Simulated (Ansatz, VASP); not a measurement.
**Ag (Silver): VASP beside Ansatz**

Aim: how closely do two programs agree when they are given the same cell, functional and k mesh? The cell is taken from a series of runs on this material, whose earlier steps may have relaxed, scaled, displaced or heated it; both programs get it as it stands.

Main program and level: Ansatz 0.2.0; plane waves, with VASP 6.6.1 beside it; relaxation of cell and atoms at PBE.

### 1. Set-up

It takes space group Fm-3m (No. 225, cubic). The conventional cell has a = 4.151 Å, b = 4.151 Å, c = 4.151 Å, α = 90.00°, β = 90.00°, γ = 90.00°. Nearest to Ag lie 12 Ag at 2.94 Å.

### 2. Ansatz: relaxation of cell and atoms, PBE

Ansatz runs on norm-conserving files, of PseudoDojo where its log says so.

The relaxed volume is the usual yardstick between codes: in a stiff, nearly cubic crystal its relative difference is about their pressure difference at one cell divided by the bulk modulus.

The input, input.yaml:

```yaml
crystal:
  lattice:
    - [0.0, 2.0756899872, 2.0756899872]
    - [2.0756899872, 0.0, 2.0756899872]
    - [2.0756899872, 2.0756899872, 0.0]
  atoms:
    - { symbol: Ag, position: [0.0, 0.0, 0.0] }
kpoints:
  mp_grid: { grid: [12, 12, 12] }
hamiltonian:
  xc: pbe
  pseudopotentials: { kind: nc, accuracy: standard }
scf:
  occupations: { method: methfessel_paxton, width: 0.2 }
output:
  forces: true
  stress: true
  eigenvalues: true
relax:
  adjacent_minimum: "off"
  f_tol: 0.001
  max_steps: 60
  cell: { stress_tol: 0.01 }
```

Command:

```
> ansatz run input.yaml --threads 16 --pin off --max-ram 92160MiB --backend cuda --events-out ev --progress --plain --runs-dir out --max-vram 78GiB
```

Numbers of over 12 decimals in the logs are rounded to 6 here.

What it wrote:

```text
Engine: ansatz 0.2.0, aarch64-unknown-linux-gnu
Pseudopotentials: kind: nc
Pseudopotential: Ag, nc, valence charge 19, recommended cutoff 1115.666836 eV (normal), Ag.nc.azcp (PseudoDojo's, or run here from an input of PseudoDojo's; its table is named by hamiltonian.pseudopotentials.accuracy)
Functional definition: PBE
  parameter kappa = 0.804
  parameter beta = 0.066725
  exchange = pbe_x(kappa = kappa, mu = beta*pi^2/3)
  correlation = pbe_c(beta = beta)
[...]
Crystal: 1 atoms, lattice volume = 17.886 Å³
Basis set: ecut = 1115.666836 eV, 1459 PW (Γ), exchange–correlation on 64×64×64 points (8 copies of the dense FFT grid, shifted against one another)
Bands: 14, of which v1, the nominal top of the filled ones, is band 10 counted from 1 (9 counted from 0)
Symmetry: 48 space group operations
Space group: Fm-3m (ITA 225), of the structure as read, at distance tolerance 2.6e-5 Å
k-points: 72 of 1728
Non-local potential: Ag, projectors of the file, l = 0: 2, l = 1: 2, l = 2: 2
Initial density: superposition of atomic densities (chi_scale 0.1, normalization cell)
Initial wavefunctions: pseudopotential atomic-orbital guess
[...]
Functional: x = pbe(κ = 0.804, μ = 0.219515), c = pbe(β = 0.066725)
SCF iter   1: F=—  HF=-4218.501623 eV  |F-HF|=—  |Δ(HF+E_count)|=         —  Δρ=6.62e-2  dr2=8.13e-1  ethr=3.10e-3  ⟨swp⟩=5.8  Hψ=5861  notcnv=0
preconditioner: auto → none  [metal: Δε(μ)=0.054 eV  Ē_g=15.300 eV  σ=0.200 eV  W_gap=0.23  n_scr=8 (ndim 8)  ℏωp=29.1 eV  f_vac=0.000  D(μ)=0.39/eV (n_scr^D=0)  sad-step TF]
SCF iter   2: F=—  HF=-4218.295634 eV  |F-HF|=—  |Δ(HF+E_count)|=   2.06e-1  S|Δr|=    0.00e0  Δρ=2.32e-2  dr2=9.21e-2  ethr=3.10e-3  ⟨swp⟩=2.1  Hψ=1923  notcnv=0
[...]
SCF iter   6: F=-4218.280042 eV  HF=-4218.280042 eV  |F-HF|=4.45e-9  |Δ(HF+E_count)|=   4.53e-7  S|Δr|=    0.00e0  Δρ=1.27e-5  dr2=1.13e-8  ethr=5.26e-10  ⟨swp⟩=6.2  Hψ=7327  notcnv=0
SCF 1 converged in 6 iterations: F = -4218.280042 eV  dr2 = 1.13e-8
relax step   1: F+E_penalty+E_count = -4218.28004221 eV  Δ(F+E_penalty+E_count) = +0.000e0 eV  max|allowed force component| = 0.000e0 eV/Å  Δτ_max = 0.0000 Å  P = -0.097 GPa  Ω = 17.886 Å³  (6 SCF iters, dr2 threshold 1.00e-7 eV, accepted)
[...]
relax step   2: F+E_penalty+E_count = -4218.28008126 eV  Δ(F+E_penalty+E_count) = -3.905e-5 eV  max|allowed force component| = 0.000e0 eV/Å  Δτ_max = 0.0000 Å  P = +0.078 GPa  Ω = 17.853 Å³  energy of the carried Pulay correction = +3.694e-5 eV  (4 SCF iters, dr2 threshold 2.38e-8 eV, accepted)
[...]
relax step   3: F+E_penalty+E_count = -4218.28006845 eV  Δ(F+E_penalty+E_count) = +1.281e-5 eV  max|allowed force component| = 0.000e0 eV/Å  Δτ_max = 0.0000 Å  P = -0.000 GPa  Ω = 17.868 Å³  energy of the carried Pulay correction = +2.057e-5 eV  (3 SCF iters, dr2 threshold 1.51e-8 eV, accepted)
[...]
relax step   4: F+E_penalty+E_count = -4218.28004796 eV  Δ(F+E_penalty+E_count) = +2.050e-5 eV  max|allowed force component| = 0.000e0 eV/Å  Δτ_max = 0.0000 Å  P = -0.004 GPa  Ω = 17.868 Å³  stress off target by 3.86e-3 GPa  SCF on the basis re-selected at this cell (its energy is not comparable with the rows above)  (5 SCF iters)
basis re-selected at this cell: Δ(F+E_penalty+E_count) = +2.050e-5 eV, ΔP = -0.004 GPa vs the last step (what re-selecting the basis moved, of the pressure what is left beyond the Pulay correction that the steps carried, after the strain that the cell walked since its last selection, with what the two solves' SCF thresholds leave and, on support functions, any second-order correction that the steps lacked; it is no measure of the basis error at this ecutwfc). This SCF's stress stands 3.86e-3 GPa from its target on what of the cell is left free (relax.cell.stress_tol is 1.00e-2 GPa) and its largest allowed force component is 0.00e0 eV/Å (relax.f_tol is 1.00e-3 eV/Å): [rest of the remark cut]
SCF converged after 5 iterations
Stability not checked: this state was not tested for a lower state beside it, because cold or Methfessel-Paxton smearing, or corrected tetrahedra, fill the levels in a way that the test cannot read (fill_not_monotonic; see scf.lower_state_search)
Free energy (F): -4218.280048 eV
Harris-Foulkes:  -4218.280048 eV  (|F-HF|=9.09e-13)
Internal energy: -4218.280353 eV  (E = F + TS)
E sigma→0 (E₀):  -4218.280124 eV
Entropy (-TS):   0.000305 eV (0.305 meV/atom)
Fermi energy:    16.327560 eV
--- Per-component energies (eV) ---
  E_band       = -250.127447
  E_kinetic    = 1441.240421
  E_local      = -3100.424994  (includes V_loc(G=0)·N_el)
  E_nonlocal   = -51.260544
  E_hartree    = 993.819955
  E_xc         = -630.127354
  E_vxc        = -527.322230  (∫ρ·V_xc dr)
  E_ewald      = -2871.527838
  E_smearing   = 0.000305  (= −TS)
  E_closure    = -0.000000  (closes the sum)
  Σ components = -4218.280048   (vs F -4218.280048, Δ=0.00e0)
--- Forces (eV/Å), atoms counted from 1 ---
  atom   1  Ag     0.00000000     0.00000000     0.00000000
  max |Σ_I F_I| component: 3.70e-28 eV/Å
--- Stress (GPa, compression-positive) ---
       -0.003858       0.000000       0.000000
       -0.000000      -0.003858       0.000000
       -0.000000       0.000000      -0.003858
  P = ⅓ Tr σ = -0.0039 GPa (-0.039 kbar)
--- Band table (eV; the first three rows and the last of 72) ---
  k-point 0: bands = [... 6 lower, 11.7788, 11.7788, 12.7349, 12.7349, 32.4642, 35.7250, 35.7250, 35.7250]
  k-point 1: bands = [... 6 lower, 11.8331, 11.8331, 12.7159, 12.7159, 32.3757, 34.1311, 35.7537, 35.7537]
  k-point 2: bands = [... 6 lower, 11.9420, 11.9420, 12.7117, 12.7117, 30.3519, 33.2561, 35.7453, 35.7453]
  k-point 71: bands = [... 6 lower, 11.5334, 12.7478, 13.6636, 22.1797, 22.1797, 23.0761, 24.3314, 38.7363]
--- Relaxed structure (3 steps of the walk, 3 accepted, 1 SCFs on fresh bases) ---
  F+E_penalty+E_count = -4218.28004796 eV   max|allowed force component| = 0.000e0 eV/Å   (the final SCF, on the basis selected at the relaxed cell)
  cell:  # Å, volume = 17.8676 Å³
    - [0, 2.074972, 2.074972]
    - [2.074972, 0, 2.074972]
    - [2.074972, 2.074972, 0]
  atoms:
    - { symbol: Ag, position: [0.0, 0.0, 0.0] }
```

Reading the cycles: dr2 is the Hartree energy of the density residual (eV), the measure of convergence; HF is the Harris–Foulkes estimate of the energy, which meets the free energy F at convergence.

### 3. VASP: relaxation of cell and atoms, PBE

The same cell, functional, mesh and smearing now go to VASP, with its own data sets.

Lines of VASP's logs that name or quote its potential files are left out, and so is its time.

The input, INCAR:

```
SYSTEM = Ag
PREC = Accurate
ENCUT = 500
EDIFF = 1E-07
NELM = 120
ISMEAR = 1
SIGMA = 0.2
LREAL = .FALSE.
ALGO = Normal
GGA = PE
NBANDS = 11
LASPH = .TRUE.
LORBIT = 11
LWAVE = .FALSE.
LCHARG = .FALSE.
ISIF = 3
IBRION = 2
NSW = 80
EDIFFG = -0.005
GGA_COMPAT = .FALSE.
NELMIN = 4
```

The input, POSCAR:

```
Ag
1.0
    0.0000000000      2.0756900000      2.0756900000
    2.0756900000      0.0000000000      2.0756900000
    2.0756900000      2.0756900000      0.0000000000
Ag
1
Direct
    0.0000000000      0.0000000000      0.0000000000
```

The input, KPOINTS:

```
Automatic mesh
0
Gamma
12 12 12
0 0 0
```

Potentials, in the order of the species: Ag (PBE family, release 64).

Command:

```
> mpirun -np 1 vasp_std
```

What it wrote:

```text
[banner, memory and clock lines left out]
running    1 mpi-ranks, on    1 nodes
 distrk:  each k-point on    1 cores,    1 groups
 distr:  one band on    1 cores,    1 groups

 POSCAR found type information on POSCAR Ag
 POSCAR found :  1 types and       1 ions
 LDA part: xc-table for (Slater+PW92), standard interpolation
 POSCAR, INCAR and KPOINTS ok, starting setup
 FFT: planning ... GRIDC
 FFT: planning ... GRID_SOFT
 FFT: planning ... GRID
 WAVECAR not read
 entering main loop
       N       E                     dE             d eps       ncg     rms          rms(c)
DAV:   1     0.484349288978E+02    0.48435E+02   -0.54378E+03  1608   0.871E+02
DAV:   2    -0.229266182378E+01   -0.50728E+02   -0.48072E+02  1752   0.193E+02
DAV:   3    -0.295057865420E+01   -0.65792E+00   -0.65766E+00  1789   0.242E+01
DAV:   4    -0.295252931368E+01   -0.19507E-02   -0.19505E-02  1728   0.136E+00
DAV:   5    -0.295254564970E+01   -0.16336E-04   -0.16336E-04  1800   0.115E-01    0.462E+00
DAV:   6    -0.272219692156E+01    0.23035E+00   -0.10023E+00  1686   0.940E+00    0.309E+00
DAV:   7    -0.271595922517E+01    0.62377E-02   -0.65530E-03  1770   0.820E-01    0.176E+00
DAV:   8    -0.271346991468E+01    0.24893E-02   -0.70308E-04  1744   0.219E-01    0.629E-02
DAV:   9    -0.271348039371E+01   -0.10479E-04   -0.10796E-05  1778   0.281E-02    0.201E-02
DAV:  10    -0.271348531014E+01   -0.49164E-05   -0.39904E-06  1744   0.205E-02    0.279E-03
DAV:  11    -0.271348509119E+01    0.21895E-06   -0.76026E-08  1206   0.255E-03    0.715E-04
DAV:  12    -0.271348503699E+01    0.54204E-07   -0.91503E-09   915   0.879E-04
   1 F= -.27134850E+01 E0= -.27136047E+01  d E =-.271349E+01
 curvature:   0.00 expect dE= 0.000E+00 dE for cont linesearch  0.000E+00
 trial: gam= 0.00000 g(F)=  0.183E-63 g(S)=  0.287E-04 ort = 0.000E+00 (trialstep = 0.100E+01)
 search vector abs. value=  0.287E-04
 bond charge predicted
       N       E                     dE             d eps       ncg     rms          rms(c)
DAV:   1    -0.271414305481E+01   -0.65796E-03   -0.10643E-02  1674   0.110E+00    0.167E-01
DAV:   2    -0.271350621276E+01    0.63684E-03   -0.25922E-03  1653   0.477E-01    0.502E-02
DAV:   3    -0.271349524593E+01    0.10967E-04   -0.24240E-05  1803   0.435E-02    0.337E-02
DAV:   4    -0.271349451952E+01    0.72641E-06   -0.49771E-06  1682   0.173E-02    0.201E-03
DAV:   5    -0.271349448430E+01    0.35215E-07   -0.32938E-08  1341   0.161E-03
   2 F= -.27134945E+01 E0= -.27136073E+01  d E =-.944731E-05
 trial-energy change:   -0.000009  1 .order   -0.000010   -0.000029    0.000008
 step:   0.7551(harm=  0.7848)  dis= 0.00000  next Energy=    -2.713495 (dE=-0.104E-04)
 reached required accuracy - stopping structural energy minimisation
```

Parts of OUTCAR (step 3):

```text
ion  position               nearest neighbor table
   1  0.000  0.000  0.000-

  LATTYP: Found a face centered cubic cell.
 ALAT       =     4.1513800000

 Subroutine GETGRP returns: Found 48 space group operations
 (whereof 48 operations were pure point group operations)

The static configuration has the point symmetry O_h .

 Found     72 irreducible k-points:

   k-points           NKPTS =     72   k-points in BZ     NKDIM =     72   number of bands    NBANDS=     11

   dimension x,y,z NGX =    24 NGY =   24 NGZ =   24
   dimension x,y,z NGXF=    48 NGYF=   48 NGZF=   48

   ENCUT  =  500.0 eV  36.75 Ry    6.06 a.u.   5.35  5.35  5.35*2*pi/ulx,y,z

   NELECT =      11.0000    total number of electrons

 k-points in reciprocal lattice and weights: Automatic mesh
   0.00000000  0.00000000  0.00000000       0.001
   0.08333333  0.00000000  0.00000000       0.005
   0.16666667  0.00000000  0.00000000       0.005
   0.25000000  0.00000000  0.00000000       0.005
   0.33333333  0.00000000  0.00000000       0.005
   0.41666667  0.00000000  0.00000000       0.005
   0.50000000  0.00000000  0.00000000       0.002
   0.08333333  0.08333333  0.00000000       0.003
   0.16666667  0.08333333  0.00000000       0.014
[...]
-0.33333333  0.50000000  0.16666667       0.007
  -0.25000000  0.50000000  0.25000000       0.003

 average (electrostatic) potential at core
       1 -71.2684

 E-fermi :   7.7406

 k-point     1 :       0.0000    0.0000    0.0000
  band No.  band energies     occupation
    ...
      2       3.1686      2.00000
      3       3.1686      2.00000
      4       3.1686      2.00000
      5       4.1219      2.00000
      6       4.1219      2.00000
      7      23.7280      0.00000
      8      27.0349      0.00000
      9      27.0349      0.00000
     10      27.0349      0.00000
     11      31.7321      0.00000

 k-point     2 :       0.0833    0.0000    0.0000
  band No.  band energies     occupation
    ...
      2       3.1258      2.00000
      3       3.2227      2.00000
      4       3.2227      2.00000
      5       4.1029      2.00000
      6       4.1029      2.00000
      7      23.6694      0.00000
      8      25.4680      0.00000
      9      27.0860      0.00000
     10      27.0860      0.00000
     11      31.3588      0.00000

 k-point     3 :       0.1667    0.0000    0.0000
  band No.  band energies     occupation
    ...
      2       3.0804      2.00000
      3       3.3313      2.00000
      4       3.3313      2.00000
      5       4.0986      2.00000
      6       4.0986      2.00000
      7      21.7464      0.00000
      8      24.5468      0.00000
      9      27.1306      0.00000
     10      27.1306      0.00000
     11      30.2378      0.00000

  Total        0.0038643      0.0038643      0.0038643      0.0000000      0.0000000     -0.0000000
  in kB        0.3468548      0.3468548      0.3468548      0.0000000      0.0000000     -0.0000000
  external PRESSURE =       0.3468548 kB  Pullay stress =       0.0000000 kB

  energy-cutoff  :      500.00
  volume of cell :       17.85
      direct lattice vectors                 reciprocal lattice vectors
     0.000000000  2.074279078  2.074279078    -0.241047603  0.241047603  0.241047603
     2.074279078  0.000000000  2.074279078     0.241047603 -0.241047603  0.241047603
     2.074279078  2.074279078 -0.000000000     0.241047603  0.241047603 -0.241047603

 POSITION                                       TOTAL-FORCE (eV/Angst)
 -----------------------------------------------------------------------------------
      0.00000      2.07428      2.07428         0.000000     -0.000000     -0.000000
 -----------------------------------------------------------------------------------
    total drift:                               -0.000000     -0.000000      0.000000

  FREE ENERGIE OF THE ION-ELECTRON SYSTEM (eV)
  ---------------------------------------------------
  free  energy   TOTEN  =        -2.7134944843 eV

  energy  without entropy=       -2.7138327823  energy(sigma->0) =       -2.71360725

 reached required accuracy - stopping structural energy minimisation

 total charge
# of ion       s       p       d       tot
------------------------------------------
    1        0.408   0.270   9.159   9.836

[... 3 further parts left out ...]
```

This run has no spin polarisation. Its electron count is odd, so without a moment it is a metal by construction.

### 4. Comparison

Known differences besides the potentials themselves: the data sets hold 19 valence electrons in Ansatz (on norm-conserving files, of PseudoDojo where its log says so) and 11 in VASP; the cutoff is 1115.67 eV in Ansatz and 500 eV in VASP; Ansatz adds a Pulay correction to the stress that steers its cell, VASP none. Total energies have different zeros and are not compared.

Both answers:

```tsv
quantity	Ansatz	VASP	difference
volume (Å³)	17.87	17.85	+0.10 %
edge a after relaxation, in the typed setting (Å)	2.934	2.933	+0.03 %
```

### 5. Outcome

```json
{
 "difference in volume (relaxation of cell and atoms, PBE)": "0.10 %"
}
```

**Reading.** The difference in volume is 0.10 % (relaxation of cell and atoms, PBE), within the 1.2 % picked in this series as the mark of a large difference, as far as the stopping tolerances let one tell. The data sets hold unlike numbers of valence electrons (19 in Ansatz and 11 in VASP), so part of the differences comes from the potentials. 3 further runs of this series are not shown here. Such differences can come from data sets, numerical settings and the points named under the comparisons, not from the functional's error against experiment.

[Lines on the potential files, build, host, timing and source positions are cut from VASP's logs without a mark.]

[Logs are printed without paths, hosts, clocks, repeated set-up lines and the standing remarks that a program may print on its own settings, such as how far it seeks lower states.]

[Hosts, paths, dates, database ids (printed as entryN), source tags and the programs' standing remarks are cut or masked in the printed files.]
